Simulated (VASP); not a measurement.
Here is the system:

```
CELL_PARAMETERS angstrom
      4.00192     0.00000     0.00000
      0.00000     4.00192     0.00000
      0.00000     0.00000     4.00192
ATOMIC_POSITIONS crystal
  Ba 0.00000 0.00000 0.00000
  Ti 0.50000 0.50000 0.50000
  O  0.50000 0.00000 0.50000
  O  0.00000 0.50000 0.50000
  O  0.50000 0.50000 0.00000
```

All values below come from SCAN meta-GGA, VASP's PBE PAW potentials (set 64) (plane waves; VASP). Run with 520 eV cut-off, 6×6×6 Γ-centred mesh, tetrahedra with Blöchl corrections, potentials Ba_sv Ti_sv O.

The cores are frozen, which limits the accuracy of field gradients.

Q: Give the principal components of the electric field gradient (V/Å²) and the asymmetry η at each nucleus.

A: 
```csv
atom,Vxx,Vyy,Vzz,η
Ba1,0.0,0.0,0.0,-
Ti2,0.0,0.0,0.0,-
O3,-14.5,-14.5,29.0,0.00
O4,-14.5,-14.5,29.0,0.00
O5,-14.5,-14.5,29.0,0.00
```

The compound is BaTiO3 in the cubic perovskite structure, the ideal cubic form; the compound distorts at low or room temperature. It was relaxed first.
